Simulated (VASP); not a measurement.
```
CELL_PARAMETERS angstrom
      2.72374     0.00000     0.00000
     -1.36187     2.35883     0.00000
      0.00000     0.00000    26.16627
ATOMIC_POSITIONS crystal
  Ir 0.66667 0.33333 0.33218
  Ir 0.33333 0.66667 0.41525
  Ir 0.00000 0.00000 0.50000
  Ir 0.66667 0.33333 0.58475
  Ir 0.33333 0.66667 0.66782
```

All values below come from r2SCAN meta-GGA, VASP's PBE PAW potentials (set 64) (plane waves; VASP). Numerical set-up: PREC = Normal, 400 eV cut-off, 12×12×1 Γ-centred mesh, first-order Methfessel-Paxton smearing of 0.10 eV, potentials Ir.

Unless said otherwise, spin-orbit coupling is left out, though it shifts the bands of the heavy elements here.

Question: Estimate the energy per atom (σ→0), band gap (on the k-mesh) with the smallest direct gap where there is one.

Answer: 
```
Property                                                    Result
------------------------  ----------------------------------------
band gap (on the k-mesh)  none (metal, semimetal or under 0.01 eV)
energy per atom (σ→0)                              -51970 meV/atom
```

The cell is a thin slab with vacuum, built from Ir (fcc): (111) face. VASP warned that the highest band is occupied, so more bands are needed.
